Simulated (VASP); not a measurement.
An input for Quantum ESPRESSO's pw.x (written as the equivalent of a VASP run, and not itself run):

```
&CONTROL
  calculation = 'scf'
  pseudo_dir = './pseudo'
  outdir = './out'
  tprnfor = .true.
  tstress = .true.
/
&SYSTEM
  ibrav = 0
  nat = 3
  ntyp = 2
  ecutwfc = 84
  occupations = 'smearing'
  smearing = 'fermi-dirac'
  degauss = 0.009996
  input_dft = 'pbe'
/
&ELECTRONS
  conv_thr = 7.3e-08
  electron_maxstep = 100
/
ATOMIC_SPECIES
  Hf 178.490 Hf.upf
  O 15.999 O.upf
CELL_PARAMETERS angstrom
     2.9874780    0.0000000    0.0000000
    -1.4937390    2.5872320    0.0000000
     0.0000000    0.0000000   16.4289780
ATOMIC_POSITIONS crystal
  Hf   0.0000000  0.0000000  0.5000000
  O    0.3333330  0.6666670  0.5739240
  O    0.6666670  0.3333330  0.4260760
K_POINTS automatic
  9 9 1 0 0 0
```

Question: Translate this input to VASP (INCAR, KPOINTS, POSCAR, choice of POTCAR).

Answer: This is not unique; one that fits is 
### KPOINTS
```
Automatic mesh
0
Gamma
9 9 1
0 0 0
```

**INCAR**
```
ALGO  =  Normal
EDIFF  =  1E-6
ENCUT  =  400
GGA  =  PE
ISIF  =  2
ISMEAR  =  -1
LASPH  =  T
LCHARG  =  F
LMAXMIX  =  6
LREAL  =  F
LWAVE  =  F
NELM  =  100
PREC  =  Accurate
SIGMA  =  0.136
SYSTEM  =  HfO2
```

File POSCAR:
```
HfO2
1
    2.9874780000     0.0000000000     0.0000000000
   -1.4937390000     2.5872320000     0.0000000000
    0.0000000000     0.0000000000    16.4289780000
Hf O
1 2
Direct
  0.0000000000   0.0000000000   0.5000000000
  0.3333330000   0.6666670000   0.5739240000
  0.6666670000   0.3333330000   0.4260760000
```

POTCAR, in this order: Hf_pv O (PBE.64 set). Program: vasp_std.

Limits of the translation: the potentials are each code's own (VASP's PAW set, PseudoDojo norm-conserving files in pw.x), so ENCUT and ecutwfc are chosen apart and not converted; conv_thr bounds pw.x's estimated SCF error, while EDIFF bounds the energy change between steps.

The cell is a sheet with vacuum, built from a generated structure.
